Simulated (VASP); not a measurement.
All values below come from PBE GGA, VASP's PBE PAW potentials (set 64) (plane waves; VASP).

VASP ran on this input.

### INCAR
```
# general
SYSTEM  = TiB
PREC    = Accurate
ENCUT   = 520   # plane-wave cut-off (eV)
LREAL   = .FALSE.
LASPH   = .TRUE.   # aspherical one-centre terms

# electronic loop
EDIFF   = 1E-7
NELM    = 100   # most electronic steps
ALGO    = Normal   # blocked Davidson
LMAXMIX = 4   # l cut-off of mixed one-centre charges

# smearing
ISMEAR  = -5

# functional
GGA     = PE   # PBE

# ions
ISIF    = 2   # forces and stress, cell fixed

# output
LWAVE   = .FALSE.
LCHARG  = .TRUE.
LORBIT  = 11
NEDOS   = 601   # DOS grid
```

POSCAR:
```
TiB
1.0
  2.7885307515   0.0000000000   0.0000000000
  0.0000000000   2.7885307515   0.0000000000
  0.0000000000   0.0000000000   2.7885307515
Ti B
1 1
Direct
  0.0000000000   0.0000000000   0.0000000000
  0.5000000000   0.5000000000   0.5000000000
```

KPOINTS:
```
K-points
0
G
  15 15 15
```

POTCAR, in this order: Ti_sv B (PBE.64 set). Program: vasp_std.

The run wrote:

File OUTCAR:
```
 ion  position               nearest neighbor table
   1  0.000  0.000  0.000-   2 2.41   2 2.41   2 2.41   2 2.41   2 2.41   2 2.41   2 2.41   2 2.41
  LATTYP: Found a simple cubic cell.
 ALAT       =     2.7885307515
 Subroutine PRICEL returns:
 Original cell was already a primitive cell.
 Subroutine GETGRP returns: Found 48 space group operations
The static configuration has the point symmetry O_h .
The dynamic configuration has the point symmetry O_h .
 Subroutine INISYM returns: Found 48 space group operations
 Subroutine IBZKPT returns following result:
 Found    120 irreducible k-points:

 Following reciprocal coordinates:
            Coordinates               Weight
  0.000000  0.000000  0.000000      1.000000
  0.066667  0.000000  0.000000      6.000000
  0.133333  0.000000  0.000000      6.000000
  0.200000  0.000000  0.000000      6.000000
  0.266667  0.000000  0.000000      6.000000
  0.333333  0.000000  0.000000      6.000000
  0.400000  0.000000  0.000000      6.000000
  0.466667  0.000000  0.000000      6.000000
  0.066667  0.066667  0.000000     12.000000
  0.133333  0.066667  0.000000     24.000000
  0.200000  0.066667  0.000000     24.000000
  0.266667  0.066667  0.000000     24.000000
  0.333333  0.066667  0.000000     24.000000
  0.400000  0.066667  0.000000     24.000000
  0.466667  0.066667  0.000000     24.000000
  0.133333  0.133333  0.000000     12.000000
  0.200000  0.133333  0.000000     24.000000
  0.266667  0.133333  0.000000     24.000000
  0.333333  0.133333  0.000000     24.000000
  0.400000  0.133333  0.000000     24.000000
  0.466667  0.133333  0.000000     24.000000
  0.200000  0.200000  0.000000     12.000000
  0.266667  0.200000  0.000000     24.000000
  0.333333  0.200000  0.000000     24.000000
  0.400000  0.200000  0.000000     24.000000
  0.466667  0.200000  0.000000     24.000000
  0.266667  0.266667  0.000000     12.000000
  0.333333  0.266667  0.000000     24.000000
  0.400000  0.266667  0.000000     24.000000
  0.466667  0.266667  0.000000     24.000000
  0.333333  0.333333  0.000000     12.000000
  0.400000  0.333333  0.000000     24.000000
  0.466667  0.333333  0.000000     24.000000
  0.400000  0.400000  0.000000     12.000000
  0.466667  0.400000  0.000000     24.000000
  0.466667  0.466667  0.000000     12.000000
  0.066667  0.066667  0.066667      8.000000
  0.133333  0.066667  0.066667     24.000000
  0.200000  0.066667  0.066667     24.000000
  0.266667  0.066667  0.066667     24.000000
   k-points           NKPTS =    120   k-points in BZ     NKDIM =    120   number of bands    NBANDS=     11
   number of dos      NEDOS =    601   number of ions     NIONS =      2
   total plane-waves  NPLWV =  13824
   dimension x,y,z NGX =    24 NGY =   24 NGZ =   24
   dimension x,y,z NGXF=    48 NGYF=   48 NGZF=   48
   ions per type =               1   1
   PREC   = accura    normal or accurate (medium, high low for compatibility)
   ISTART =      0    job   : 0-new  1-cont  2-samecut
   ICHARG =      2    charge: 1-file 2-atom 10-const
   ISPIN  =      1    spin polarized calculation?
   LNONCOLLINEAR =      F non collinear calculations
   LSORBIT =      F    spin-orbit coupling
   INIWAV =      1    electr: 0-lowe 1-rand  2-diag
   ENCUT  =  520.0 eV  38.22 Ry    6.18 a.u.   5.18  5.18  5.18*2*pi/ulx,y,z
   NELM   =    100;   NELMIN=  2; NELMDL= -5     # of ELM steps
   EDIFF  = 0.1E-06   stopping-criterion for ELM
   LREAL  =      F    real-space projection
   NLSPLINE    = F    spline interpolate recip. space projectors
   LMAXMIX     =    4 max onsite mixed and CHGCAR
   VOSKOWN=      0    Vosko Wilk Nusair interpolation
...
```

OSZICAR:
```
       N       E                     dE             d eps       ncg     rms          rms(c)
DAV:   1     0.100028429721E+03    0.10003E+03   -0.76946E+03  2640   0.153E+03
DAV:   2    -0.109832354220E+02   -0.11101E+03   -0.10763E+03  2687   0.368E+02
DAV:   3    -0.175041579179E+02   -0.65209E+01   -0.61183E+01  3994   0.861E+01
DAV:   4    -0.177262489602E+02   -0.22209E+00   -0.22091E+00  3293   0.137E+01
DAV:   5    -0.177329950342E+02   -0.67461E-02   -0.67462E-02  3703   0.215E+00    0.141E+01
DAV:   6    -0.152380384765E+02    0.24950E+01   -0.29141E+01  3338   0.583E+01    0.615E+00
DAV:   7    -0.145359033074E+02    0.70214E+00   -0.36478E+00  3336   0.230E+01    0.339E+00
DAV:   8    -0.145413444803E+02   -0.54412E-02   -0.19120E-01  3332   0.343E+00    0.138E+00
DAV:   9    -0.145439351929E+02   -0.25907E-02   -0.26240E-02  3097   0.199E+00    0.384E-01
DAV:  10    -0.145437015848E+02    0.23361E-03   -0.40616E-03  3325   0.853E-01    0.124E-01
DAV:  11    -0.145432527398E+02    0.44885E-03   -0.12517E-03  3064   0.260E-01    0.314E-02
DAV:  12    -0.145432526846E+02    0.55141E-07   -0.54988E-05  3065   0.912E-02    0.143E-02
DAV:  13    -0.145432615135E+02   -0.88289E-05   -0.13428E-05  3500   0.379E-02    0.425E-03
DAV:  14    -0.145432560057E+02    0.55078E-05   -0.94821E-07  3292   0.863E-03    0.769E-04
DAV:  15    -0.145432557473E+02    0.25846E-06   -0.42282E-08  1543   0.214E-03    0.283E-04
DAV:  16    -0.145432556173E+02    0.13002E-06   -0.14883E-08  1422   0.126E-03    0.152E-04
DAV:  17    -0.145432556297E+02   -0.12430E-07   -0.41507E-09  1380   0.667E-04
   1 F= -.14543256E+02 E0= -.14543256E+02  d E =0.000000E+00
```

File OUTCAR:
```
------------------------ aborting loop because EDIFF is reached ----------------------------------------
  FORCE on cell =-STRESS in cart. coord.  units (eV):
  Direction    XX          YY          ZZ          XY          YZ          ZX
  --------------------------------------------------------------------------------------
  Total       -0.0186786     -0.0186786     -0.0186786     -0.0000000     -0.0000000      0.0000000
  in kB       -1.3801546     -1.3801546     -1.3801546     -0.0000000     -0.0000000      0.0000000
  external PRESSURE =      -1.3801546 kB  Pullay stress =       0.0000000 kB
  volume of cell :       21.68
      direct lattice vectors                 reciprocal lattice vectors
     2.788530752  0.000000000  0.000000000     0.358611788  0.000000000  0.000000000
     0.000000000  2.788530752  0.000000000     0.000000000  0.358611788  0.000000000
     0.000000000  0.000000000  2.788530752     0.000000000  0.000000000  0.358611788
 POSITION                                       TOTAL-FORCE (eV/Angst)
 -----------------------------------------------------------------------------------
      0.00000      0.00000      0.00000         0.000000      0.000000      0.000000
      1.39427      1.39427      1.39427         0.000000      0.000000      0.000000
 -----------------------------------------------------------------------------------
    total drift:                                0.000000      0.000000      0.000000
  FREE ENERGIE OF THE ION-ELECTRON SYSTEM (eV)
  ---------------------------------------------------
  free  energy   TOTEN  =       -14.5432556297 eV

  energy  without entropy=      -14.5432556297  energy(sigma->0) =      -14.54325563

 total charge

# of ion       s       p       d       tot
------------------------------------------
    1        2.202   6.178   2.053  10.433
    2        0.713   0.991   0.000   1.704
--------------------------------------------------
tot          2.916   7.168   2.053  12.137
```
(Selected blocks of OUTCAR.)

For a metal the tetrahedron method with Blöchl corrections gives inexact stress and forces.

The structure was generated: TiB was put into the CsCl type type (Pm-3m), which need not be its known phase. It was relaxed first, which changed the volume by -32 %. The electron count is odd and the run is not spin-polarised, which forces a metal.
